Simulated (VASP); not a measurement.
These are LDA (Ceperley-Alder, Perdew-Zunger), VASP's LDA PAW potentials (set 64) (plane waves; VASP 6.6.1) values and carry that method's errors.

A VASP calculation is set up with these files.

### INCAR
```
SYSTEM = SiNi3
PREC = Accurate
ENCUT = 530
EDIFF = 1E-7
NELM = 100
ALGO = Normal
LREAL = .FALSE.
LASPH = .TRUE.
ISMEAR = 1
SIGMA = 0.1
LMAXMIX = 4
LWAVE = .FALSE.
LCHARG = .FALSE.
IBRION = 6
ISIF = 3
NFREE = 2
POTIM = 0.015
NSW = 1
```

### POSCAR
```
SiNi3
1
    3.4269321792     0.0000000000    -0.0000000000
    0.0000000000     3.4269321792     0.0000000000
   -0.0000000000     0.0000000000     3.4269321792
Si Ni
1 3
Direct
  0.0000000000   0.0000000000   0.0000000000
  0.0000000000   0.5000000000   0.5000000000
  0.5000000000   0.0000000000   0.5000000000
  0.5000000000   0.5000000000   0.0000000000
```

KPOINTS:
```
Automatic mesh
0
gamma
8 8 8
0 0 0
```

POTCAR, in this order: Si Ni (LDA.64 set). Program: vasp_std.

Output of the run:

**OUTCAR**
```
 ion  position               nearest neighbor table
   1  0.000  0.000  0.000-   2 2.42   3 2.42   4 2.42   2 2.42   3 2.42   2 2.42   4 2.42   2 2.42
                             3 2.42   4 2.42   3 2.42   4 2.42
   2  0.000  0.500  0.500-   1 2.42   3 2.42   4 2.42   1 2.42   4 2.42   1 2.42   3 2.42   1 2.42
                             3 2.42   4 2.42   4 2.42   3 2.42
   3  0.500  0.000  0.500-   1 2.42   2 2.42   4 2.42   1 2.42   4 2.42   2 2.42   4 2.42   4 2.42
                             1 2.42   2 2.42   1 2.42   2 2.42
   4  0.500  0.500  0.000-   1 2.42   2 2.42   3 2.42   2 2.42   3 2.42   1 2.42   3 2.42   3 2.42
                             1 2.42   2 2.42   2 2.42   1 2.42
  LATTYP: Found a simple cubic cell.
 ALAT       =     3.4269321792
 Subroutine PRICEL returns:
 Original cell was already a primitive cell.
 Subroutine GETGRP returns: Found 48 space group operations
The static configuration has the point symmetry O_h .
The dynamic configuration has the point symmetry O_h .
 Subroutine INISYM returns: Found 48 space group operations
 Subroutine IBZKPT returns following result:
 Found     35 irreducible k-points:

 Following reciprocal coordinates:
            Coordinates               Weight
  0.000000  0.000000  0.000000      1.000000
  0.125000  0.000000  0.000000      6.000000
  0.250000  0.000000  0.000000      6.000000
  0.375000  0.000000  0.000000      6.000000
  0.500000  0.000000  0.000000      3.000000
  0.125000  0.125000  0.000000     12.000000
  0.250000  0.125000  0.000000     24.000000
  0.375000  0.125000  0.000000     24.000000
  0.500000  0.125000  0.000000     12.000000
  0.250000  0.250000  0.000000     12.000000
  0.375000  0.250000  0.000000     24.000000
  0.500000  0.250000  0.000000     12.000000
  0.375000  0.375000  0.000000     12.000000
  0.500000  0.375000  0.000000     12.000000
  0.500000  0.500000  0.000000      3.000000
  0.125000  0.125000  0.125000      8.000000
  0.250000  0.125000  0.125000     24.000000
  0.375000  0.125000  0.125000     24.000000
  0.500000  0.125000  0.125000     12.000000
  0.250000  0.250000  0.125000     24.000000
  0.375000  0.250000  0.125000     48.000000
  0.500000  0.250000  0.125000     24.000000
  0.375000  0.375000  0.125000     24.000000
  0.500000  0.375000  0.125000     24.000000
  0.500000  0.500000  0.125000      6.000000
  0.250000  0.250000  0.250000      8.000000
  0.375000  0.250000  0.250000     24.000000
  0.500000  0.250000  0.250000     12.000000
  0.375000  0.375000  0.250000     24.000000
  0.500000  0.375000  0.250000     24.000000
  0.500000  0.500000  0.250000      6.000000
  0.375000  0.375000  0.375000      8.000000
  0.500000  0.375000  0.375000     12.000000
  0.500000  0.500000  0.375000      6.000000
  0.500000  0.500000  0.500000      1.000000
 Subroutine IBZKPT_HF returns following result:
   k-points           NKPTS =     35   k-points in BZ     NKDIM =     35   number of bands    NBANDS=     21
   number of dos      NEDOS =    301   number of ions     NIONS =      4
   total plane-waves  NPLWV =  21952
   dimension x,y,z NGX =    28 NGY =   28 NGZ =   28
   dimension x,y,z NGXF=    56 NGYF=   56 NGZF=   56
   ions per type =               1   3
   PREC   = accura    normal or accurate (medium, high low for compatibility)
   ISTART =      0    job   : 0-new  1-cont  2-samecut
   ICHARG =      2    charge: 1-file 2-atom 10-const
   ISPIN  =      1    spin polarized calculation?
   LNONCOLLINEAR =      F non collinear calculations
   LSORBIT =      F    spin-orbit coupling
   INIWAV =      1    electr: 0-lowe 1-rand  2-diag
   ENCUT  =  530.0 eV  38.95 Ry    6.24 a.u.   6.43  6.43  6.43*2*pi/ulx,y,z
   NELM   =    100;   NELMIN=  2; NELMDL= -5     # of ELM steps
   EDIFF  = 0.1E-06   stopping-criterion for ELM
   LREAL  =      F    real-space projection
...
```

**OSZICAR**
```
...
DAV:   4    -0.279161141523E+02    0.18150E-01   -0.46320E-02  9628   0.798E+00    0.982E-02
DAV:   5    -0.279165645768E+02   -0.45042E-03   -0.47201E-03  7576   0.764E-01    0.751E-02
DAV:   6    -0.279166777917E+02   -0.11321E-03   -0.29723E-04 11299   0.385E-01    0.443E-02
DAV:   7    -0.279167365787E+02   -0.58787E-04   -0.14050E-04 10185   0.434E-01    0.461E-02
DAV:   8    -0.279167888234E+02   -0.52245E-04   -0.49750E-05  9890   0.257E-01    0.949E-03
DAV:   9    -0.279168084735E+02   -0.19650E-04   -0.75637E-06 10296   0.567E-02    0.231E-03
DAV:  10    -0.279168133831E+02   -0.49096E-05   -0.58421E-07  7685   0.154E-02    0.844E-04
DAV:  11    -0.279168153565E+02   -0.19734E-05   -0.48997E-08  4135   0.592E-03    0.363E-04
DAV:  12    -0.279168160719E+02   -0.71539E-06   -0.11901E-08  3995   0.255E-03    0.123E-04
DAV:  13    -0.279168162791E+02   -0.20724E-06   -0.52622E-09  3920   0.121E-03    0.638E-05
DAV:  14    -0.279168163321E+02   -0.52976E-07   -0.23253E-09  3865   0.670E-04
  12 F= -.27916816E+02 E0= -.27917397E+02  d E =0.174149E-02
       N       E                     dE             d eps       ncg     rms          rms(c)
DAV:   1    -0.280122863143E+02   -0.95470E-01   -0.17219E+00  8247   0.108E+01    0.204E+00
DAV:   2    -0.279451069504E+02    0.67179E-01   -0.67550E-02  9447   0.511E+00    0.109E+00
DAV:   3    -0.279169976452E+02    0.28109E-01   -0.44965E-02 10499   0.299E+00    0.218E-01
DAV:   4    -0.279172086746E+02   -0.21103E-03   -0.66108E-03  9916   0.209E+00    0.207E-01
DAV:   5    -0.279168746673E+02    0.33401E-03   -0.14198E-03  8648   0.123E+00    0.772E-02
DAV:   6    -0.279168219268E+02    0.52741E-04   -0.20113E-04  9186   0.284E-01    0.417E-02
DAV:   7    -0.279168170799E+02    0.48469E-05   -0.37384E-05  9782   0.745E-02    0.993E-03
DAV:   8    -0.279168165202E+02    0.55965E-06   -0.33000E-06 10560   0.311E-02    0.402E-03
DAV:   9    -0.279168164616E+02    0.58615E-07   -0.50165E-07  7167   0.252E-02
  13 F= -.27916816E+02 E0= -.27917397E+02  d E =0.174125E-02
       N       E                     dE             d eps       ncg     rms          rms(c)
DAV:   1    -0.279398844047E+02   -0.23068E-01   -0.76425E-01  3620   0.748E+00    0.834E-01
DAV:   2    -0.279278534539E+02    0.12031E-01   -0.20606E-02  4166   0.234E+00    0.527E-01
DAV:   3    -0.279270217201E+02    0.83173E-03   -0.26513E-02  4867   0.576E+00    0.914E-01
DAV:   4    -0.279201084037E+02    0.69133E-02   -0.17885E-02  4518   0.505E+00    0.295E-02
DAV:   5    -0.279203427220E+02   -0.23432E-03   -0.19047E-03  3348   0.427E-01    0.312E-02
DAV:   6    -0.279204023621E+02   -0.59640E-04   -0.88086E-05  5123   0.247E-01    0.180E-02
DAV:   7    -0.279204214106E+02   -0.19049E-04   -0.12075E-05  4723   0.976E-02    0.388E-03
DAV:   8    -0.279204306665E+02   -0.92559E-05   -0.12946E-06  4667   0.261E-02    0.370E-03
DAV:   9    -0.279204415406E+02   -0.10874E-04   -0.42741E-07  3179   0.222E-02    0.905E-04
DAV:  10    -0.279204445061E+02   -0.29654E-05   -0.79481E-08  1885   0.783E-03    0.440E-04
DAV:  11    -0.279204446564E+02   -0.15035E-06   -0.26737E-08  1860   0.280E-03    0.110E-04
DAV:  12    -0.279204449400E+02   -0.28354E-06   -0.83220E-09  1845   0.111E-03    0.141E-04
DAV:  13    -0.279204450364E+02   -0.96402E-07   -0.21805E-09  1820   0.916E-04
  14 F= -.27920445E+02 E0= -.27921035E+02  d E =0.176911E-02
       N       E                     dE             d eps       ncg     rms          rms(c)
DAV:   1    -0.279201827301E+02    0.26221E-03   -0.16431E-01  3195   0.232E+00    0.131E-01
DAV:   2    -0.279205468915E+02   -0.36416E-03   -0.99957E-03  3601   0.876E-01    0.635E-02
DAV:   3    -0.279204429238E+02    0.10397E-03   -0.40883E-04  3470   0.158E-01    0.228E-02
DAV:   4    -0.279204456643E+02   -0.27405E-05   -0.59812E-05  3824   0.675E-02    0.194E-02
DAV:   5    -0.279204456467E+02    0.17649E-07   -0.52274E-06  4053   0.622E-02    0.164E-02
DAV:   6    -0.279204458123E+02   -0.16563E-06   -0.49267E-06  4098   0.842E-02    0.129E-02
DAV:   7    -0.279204451088E+02    0.70348E-06   -0.22902E-06  4246   0.528E-02    0.979E-04
DAV:   8    -0.279204451053E+02    0.35448E-08   -0.13749E-07  1837   0.652E-03
  15 F= -.27920445E+02 E0= -.27921035E+02  d E =0.176901E-02
       N       E                     dE             d eps       ncg     rms          rms(c)
DAV:   1    -0.279186467385E+02    0.17984E-02   -0.10551E+00  3155   0.674E+00    0.136E-01
DAV:   2    -0.279197770338E+02   -0.11303E-02   -0.15550E-02  3721   0.165E+00    0.116E-01
DAV:   3    -0.279198395187E+02   -0.62485E-04   -0.13955E-03  4212   0.126E+00    0.161E-01
DAV:   4    -0.279195759711E+02    0.26355E-03   -0.59431E-04  4760   0.833E-01    0.366E-02
DAV:   5    -0.279195602978E+02    0.15673E-04   -0.12328E-04  3804   0.168E-01    0.159E-02
DAV:   6    -0.279195575740E+02    0.27238E-05   -0.10693E-05  4597   0.729E-02    0.818E-03
DAV:   7    -0.279195569026E+02    0.67143E-06   -0.24384E-06  4618   0.299E-02    0.244E-03
DAV:   8    -0.279195568579E+02    0.44667E-07   -0.27242E-07  2582   0.116E-02
  16 F= -.27919557E+02 E0= -.27920147E+02  d E =0.177168E-02
       N       E                     dE             d eps       ncg     rms          rms(c)
DAV:   1    -0.279173986019E+02    0.21583E-02   -0.28515E+00  3150   0.111E+01    0.218E-01
DAV:   2    -0.279203109370E+02   -0.29123E-02   -0.35973E-02  3568   0.272E+00    0.245E-01
DAV:   3    -0.279200437640E+02    0.26717E-03   -0.28489E-03  3941   0.171E+00    0.162E-01
DAV:   4    -0.279196902632E+02    0.35350E-03   -0.11283E-03  4161   0.793E-01    0.858E-02
DAV:   5    -0.279195753746E+02    0.11489E-03   -0.38461E-04  4469   0.354E-01    0.391E-02
DAV:   6    -0.279195571783E+02    0.18196E-04   -0.59776E-05  4164   0.181E-01    0.701E-03
DAV:   7    -0.279195568921E+02    0.28628E-06   -0.78873E-06  3600   0.296E-02    0.260E-03
DAV:   8    -0.279195568667E+02    0.25334E-07   -0.44510E-07  3015   0.870E-03
  17 F= -.27919557E+02 E0= -.27920147E+02  d E =0.177158E-02
       N       E                     dE             d eps       ncg     rms          rms(c)
DAV:   1    -0.279184870880E+02    0.10698E-02   -0.19589E+00  5250   0.937E+00    0.162E-01
DAV:   2    -0.279203565045E+02   -0.18694E-02   -0.22743E-02  6057   0.209E+00    0.158E-01
DAV:   3    -0.279202752541E+02    0.81250E-04   -0.15497E-03  6656   0.123E+00    0.129E-01
DAV:   4    -0.279200814906E+02    0.19376E-03   -0.61044E-04  7061   0.732E-01    0.655E-02
DAV:   5    -0.279199937204E+02    0.87770E-04   -0.19882E-04  7922   0.283E-01    0.243E-02
DAV:   6    -0.279199871507E+02    0.65697E-05   -0.29703E-05  6636   0.121E-01    0.538E-03
DAV:   7    -0.279199875064E+02   -0.35573E-06   -0.57846E-06  7255   0.683E-02    0.941E-03
DAV:   8    -0.279199865740E+02    0.93243E-06   -0.22180E-06  7338   0.527E-02    0.207E-03
DAV:   9    -0.279199865155E+02    0.58465E-07   -0.31777E-07  4001   0.668E-03
  18 F= -.27919987E+02 E0= -.27920577E+02  d E =0.177269E-02
       N       E                     dE             d eps       ncg     rms          rms(c)
DAV:   1    -0.279189822748E+02    0.10043E-02   -0.25194E+00  5250   0.105E+01    0.242E-01
DAV:   2    -0.279207340854E+02   -0.17518E-02   -0.26167E-02  6242   0.238E+00    0.233E-01
DAV:   3    -0.279205560087E+02    0.17808E-03   -0.31063E-03  6346   0.190E+00    0.199E-01
DAV:   4    -0.279201367200E+02    0.41929E-03   -0.13765E-03  7115   0.111E+00    0.916E-02
DAV:   5    -0.279199962061E+02    0.14051E-03   -0.38113E-04  7491   0.383E-01    0.326E-02
DAV:   6    -0.279199870272E+02    0.91789E-05   -0.68278E-05  6464   0.182E-01    0.892E-03
DAV:   7    -0.279199883148E+02   -0.12876E-05   -0.13245E-05  7261   0.109E-01    0.151E-02
DAV:   8    -0.279199865653E+02    0.17495E-05   -0.53821E-06  7289   0.840E-02    0.326E-03
DAV:   9    -0.279199865109E+02    0.54314E-07   -0.63398E-07  5677   0.108E-02
  19 F= -.27919987E+02 E0= -.27920577E+02  d E =0.177270E-02
```

File OUTCAR:
```
------------------------ aborting loop because EDIFF is reached ----------------------------------------
  FORCE on cell =-STRESS in cart. coord.  units (eV):
  Direction    XX          YY          ZZ          XY          YZ          ZX
  --------------------------------------------------------------------------------------
  Total        0.1121138      0.1114574      0.1091079      0.0000000      0.0000000      0.0000000
  in kB        4.4632681      4.4371377      4.3436059      0.0000000      0.0000000      0.0000000
  external PRESSURE =       4.4146706 kB  Pullay stress =       0.0000000 kB
  volume of cell :       40.25
      direct lattice vectors                 reciprocal lattice vectors
     3.426932179  0.000000000  0.000000000     0.291806183  0.000000000  0.000000000
     0.000000000  3.426932179  0.000000000     0.000000000  0.291806183  0.000000000
     0.000000000  0.000000000  3.426932179     0.000000000  0.000000000  0.291806183
 POSITION                                       TOTAL-FORCE (eV/Angst)
 -----------------------------------------------------------------------------------
      0.00000      0.00000      0.00000         0.000000     -0.052636      0.000000
      0.00000      1.69847      1.71347         0.000000      0.156062      0.000000
      1.71347      0.00000      1.71347         0.000000     -0.111930      0.000000
      1.71347      1.71347      0.00000         0.000000      0.008503      0.000000
 -----------------------------------------------------------------------------------
    total drift:                                0.000020     -0.000106     -0.000000
  FREE ENERGIE OF THE ION-ELECTRON SYSTEM (eV)
  ---------------------------------------------------
  free  energy   TOTEN  =       -27.9199865109 eV

  energy  without entropy=      -27.9217592080  energy(sigma->0) =      -27.92057741

   1 f  =   10.371705 THz    65.167342 2PiTHz  345.962827 cm-1    42.893904 meV
             X         Y         Z           dx          dy          dz
      0.000000  0.000000  0.000000    -0.413174    0.085236   -0.000000
      0.000000  1.713466  1.713466    -0.617166   -0.093127    0.000000
      1.713466  0.000000  1.713466     0.451428    0.127318   -0.000000
      1.713466  1.713466  0.000000     0.451428   -0.093127    0.000000

   2 f  =   10.371705 THz    65.167342 2PiTHz  345.962827 cm-1    42.893904 meV
             X         Y         Z           dx          dy          dz
      0.000000  0.000000  0.000000     0.000000   -0.000000    0.421874
      0.000000  1.713466  1.713466     0.000000    0.000000   -0.460933
      1.713466  0.000000  1.713466    -0.000000   -0.000000   -0.460933
      1.713466  1.713466  0.000000    -0.000000    0.000000    0.630161

   3 f  =   10.371705 THz    65.167342 2PiTHz  345.962827 cm-1    42.893904 meV
             X         Y         Z           dx          dy          dz
      0.000000  0.000000  0.000000    -0.085236   -0.413174   -0.000000
      0.000000  1.713466  1.713466    -0.127318    0.451428    0.000000
      1.713466  0.000000  1.713466     0.093127   -0.617166   -0.000000
      1.713466  1.713466  0.000000     0.093127    0.451428    0.000000

   4 f  =    7.235841 THz    45.464128 2PiTHz  241.361666 cm-1    29.925019 meV
             X         Y         Z           dx          dy          dz
      0.000000  0.000000  0.000000    -0.014585    0.081821    0.823169
      0.000000  1.713466  1.713466     0.009901   -0.000523   -0.005265
      1.713466  0.000000  1.713466     0.000093   -0.055542   -0.005265
      1.713466  1.713466  0.000000     0.000093   -0.000523   -0.558790

   5 f  =    7.235841 THz    45.464128 2PiTHz  241.361666 cm-1    29.925019 meV
             X         Y         Z           dx          dy          dz
      0.000000  0.000000  0.000000    -0.143437    0.810576   -0.083111
      0.000000  1.713466  1.713466     0.097369   -0.005185    0.000532
      1.713466  0.000000  1.713466     0.000917   -0.550241    0.000532
      1.713466  1.713466  0.000000     0.000917   -0.005185    0.056418

   6 f  =    7.235841 THz    45.464128 2PiTHz  241.361666 cm-1    29.925019 meV
             X         Y         Z           dx          dy          dz
      0.000000  0.000000  0.000000    -0.814695   -0.144176   -0.000105
      0.000000  1.713466  1.713466     0.553037    0.000922    0.000001
      1.713466  0.000000  1.713466     0.005211    0.097871    0.000001
      1.713466  1.713466  0.000000     0.005211    0.000922    0.000071

   7 f  =    6.400576 THz    40.216003 2PiTHz  213.500222 cm-1    26.470642 meV
             X         Y         Z           dx          dy          dz
      0.000000  0.000000  0.000000    -0.000000    0.000000    0.000000
      0.000000  1.713466  1.713466    -0.000000   -0.170890    0.197535
      1.713466  0.000000  1.713466    -0.657097    0.000000   -0.197535
      1.713466  1.713466  0.000000     0.657097    0.170890   -0.000000

   8 f  =    6.400576 THz    40.216003 2PiTHz  213.500222 cm-1    26.470642 meV
             X         Y         Z           dx          dy          dz
      0.000000  0.000000  0.000000     0.000000    0.000000   -0.000000
      0.000000  1.713466  1.713466     0.000000   -0.220656    0.625377
      1.713466  0.000000  1.713466     0.245385    0.000000   -0.625377
      1.713466  1.713466  0.000000    -0.245385    0.220656    0.000000

   9 f  =    6.400576 THz    40.216003 2PiTHz  213.500222 cm-1    26.470642 meV
             X         Y         Z           dx          dy          dz
      0.000000  0.000000  0.000000    -0.000000   -0.000000    0.000000
      0.000000  1.713466  1.713466     0.000000    0.649698    0.264354
      1.713466  0.000000  1.713466    -0.089496    0.000000   -0.264354
      1.713466  1.713466  0.000000     0.089496   -0.649698   -0.000000

  10 f/i=    0.000850 THz     0.005342 2PiTHz    0.028361 cm-1     0.003516 meV
             X         Y         Z           dx          dy          dz
      0.000000  0.000000  0.000000    -0.361099   -0.082803   -0.016086
      0.000000  1.713466  1.713466    -0.522105   -0.119732   -0.023260
      1.713466  0.000000  1.713466    -0.522145   -0.119723   -0.023260
      1.713466  1.713466  0.000000    -0.522145   -0.119732   -0.023259

  11 f/i=    0.000850 THz     0.005342 2PiTHz    0.028361 cm-1     0.003516 meV
             X         Y         Z           dx          dy          dz
      0.000000  0.000000  0.000000    -0.015230   -0.005553    0.370465
      0.000000  1.713466  1.713466    -0.022021   -0.008030    0.535689
      1.713466  0.000000  1.713466    -0.022022   -0.008029    0.535689
      1.713466  1.713466  0.000000    -0.022022   -0.008030    0.535648

  12 f/i=    0.000850 THz     0.005342 2PiTHz    0.028361 cm-1     0.003516 meV
             X         Y         Z           dx          dy          dz
      0.000000  0.000000  0.000000    -0.082964    0.361414    0.002007
      0.000000  1.713466  1.713466    -0.119956    0.522601    0.002902
      1.713466  0.000000  1.713466    -0.119966    0.522561    0.002902
      1.713466  1.713466  0.000000    -0.119966    0.522601    0.002902

...
```
(Selected blocks of OUTCAR.)

The structure comes from a computed database's SiNi3 entry (Pm-3m); how it stands against other phases isn't given here. It was relaxed first. The run is not spin-polarised, so no magnetic state was tried.
